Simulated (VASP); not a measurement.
These are PBE GGA, VASP's PBE PAW potentials (set 64) (plane waves; VASP) values and carry that method's errors.

The input files of a VASP run:

File POSCAR:
```
Sn
2.97330
 -1.0000000000   1.0000000000   0.5454545455
  1.0000000000  -1.0000000000   0.5454545455
  1.0000000000   1.0000000000  -0.5454545455
Sn
2
Cartesian
  1.0000000000   0.0000000000   0.2727272727
  0.0000000000   0.0000000000   0.0000000000
```

File KPOINTS:
```
Regular mesh
0
G
 10 10 10
```

**INCAR**
```
SYSTEM = Sn
ENCUT = 400   # plane-wave cut-off (eV)
ISMEAR = 1
ALGO = Normal   # blocked Davidson
EDIFF = 1E-6
LCHARG = .FALSE.
LASPH = .TRUE.
ISIF = 2
LWAVE = .FALSE.
SIGMA = 0.1
LREAL = .FALSE.
GGA = PE   # PBE
PREC = Accurate
LMAXMIX = 4
NELM = 100
```

POTCAR, in this order: Sn_d (PBE.64 set). Program: vasp_std.

Unless said otherwise, spin-orbit coupling is left out, though it shifts the bands of the heavy elements here.

Task: Predict the energy per atom (σ→0), band gap (on the k-mesh).

Result: 
```yaml
energy per atom (σ→0): -3.805 eV/atom
band gap (on the k-mesh): none (metal, semimetal or under 0.01 eV)
```

OSZICAR:
```
...
DAV:   5    -0.762491267894E+01   -0.17947E-01   -0.17946E-01  5044   0.435E+00    0.216E+00
DAV:   6    -0.761193181962E+01    0.12981E-01   -0.33003E-02  4720   0.276E+00    0.121E+00
DAV:   7    -0.760950729379E+01    0.24245E-02   -0.20757E-02  4752   0.213E+00    0.159E-01
DAV:   8    -0.760950377878E+01    0.35150E-05   -0.19462E-03  4224   0.653E-01    0.347E-02
DAV:   9    -0.760951329539E+01   -0.95166E-05   -0.57284E-05  4644   0.788E-02    0.130E-02
DAV:  10    -0.760951209391E+01    0.12015E-05   -0.70703E-06  4162   0.376E-02    0.189E-03
DAV:  11    -0.760951216573E+01   -0.71826E-07   -0.28708E-07  2004   0.791E-03
   1 F= -.76095122E+01 E0= -.76093916E+01  d E =-.361571E-03
```

The compound is Sn in the beta structure. The cell was not relaxed at this level.
